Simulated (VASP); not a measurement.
Input:

```xyz
3
Lattice="3.8418 0.0000 0.0000 -1.9209 3.3271 0.0000 0.0000 0.0000 6.7492" Properties=species:S:1:pos:R:3 pbc="T T T"
Ti     0.0000     0.0000     0.0000
Te     1.9209     1.1090     5.0607
Te     0.0000     2.2181     1.6884
```

Computed with LDA (Ceperley-Alder, Perdew-Zunger), VASP's LDA PAW potentials (set 64) (plane waves; VASP). Run with 300 eV cut-off, 10×10×5 Γ-centred mesh, Gaussian smearing of 0.20 eV, potentials Ti_sv Te.

At this cut-off the stress carries a Pulay error, which pulls relaxed volumes low.

Which forces act on the atoms, in eV/Å?

```json
[
 {"atom": "Ti1", "Fx": "0.000", "Fy": "0.000", "Fz": "0.000"},
 {"atom": "Te2", "Fx": "0.000", "Fy": "0.000", "Fz": "0.252"},
 {"atom": "Te3", "Fx": "0.000", "Fy": "0.000", "Fz": "-0.252"}
]
```

Give the stress tensor in GPa (positive for a compressed cell).

```
-5.64   0.00   0.00
 0.00  -5.64   0.00
 0.00   0.00  -4.34
```
The pressure is its mean diagonal, -5.21 GPa.

The structure comes from a computed database's TiTe2 entry; how it stands against other phases isn't given here. The cell was not relaxed at this level.
